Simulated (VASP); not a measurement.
These are PBE GGA, VASP's PBE PAW potentials (set 64) (plane waves; VASP) values and carry that method's errors.

VASP input:

### KPOINTS
```
k-points along high-symmetry lines
15
Line-mode
Reciprocal
  0.000000   0.000000   0.000000 ! GAMMA
  0.500000   0.000000   0.500000 ! X

  0.500000   0.000000   0.500000 ! X
  0.625000   0.250000   0.625000 ! U

  0.375000   0.375000   0.750000 ! K
  0.000000   0.000000   0.000000 ! GAMMA

  0.000000   0.000000   0.000000 ! GAMMA
  0.500000   0.500000   0.500000 ! L

  0.500000   0.500000   0.500000 ! L
  0.500000   0.250000   0.750000 ! W

  0.500000   0.250000   0.750000 ! W
  0.500000   0.000000   0.500000 ! X
```

POSCAR:
```
RhTe
1.0
  0.0000000000   2.7324916504   2.7324916504
  2.7324916504   0.0000000000   2.7324916504
  2.7324916504   2.7324916504   0.0000000000
Rh Te
1 1
Cartesian
  0.0000000000   0.0000000000   0.0000000000
  2.7324916504   2.7324916504   2.7324916504
```

**INCAR**
```
LREAL=.FALSE.
ALGO=Normal   ! blocked Davidson
NELM=100
LCHARG=.FALSE.
PREC=Accurate
SIGMA=0.05
SYSTEM=RhTe
LASPH=.TRUE.   ! aspherical one-centre terms
ICHARG=11
EDIFF=1E-7   ! SCF stop (eV)
ISMEAR=0   ! Gaussian
LWAVE=.FALSE.
LORBIT=11
ENCUT=400   ! plane-wave cut-off (eV)
GGA=PE   ! PBE
LMAXMIX=4   ! l cut-off of mixed one-centre charges
```

POTCAR, in this order: Rh_pv Te (PBE.64 set). Program: vasp_std. Read from the step before: CHGCAR.

What will the output report for the number of irreducible k-points (NKPTS), number of bands (NBANDS), largest plane-wave count, number of space-group operations, FFT grid (NGX, NGY, NGZ)?

```
Quantity                                      Result
--------------------------------------  ------------
number of irreducible k-points (NKPTS)            90
number of bands (NBANDS)                          14
largest plane-wave count                         757
number of space-group operations                  48
FFT grid (NGX, NGY, NGZ)                28 × 28 × 28
```

The structure was generated: RhTe was put into the rock salt type (Fm-3m), which need not be its known phase. It was relaxed first, which changed the volume by -26 %. The electron count is odd and the run is not spin-polarised, which forces a metal.
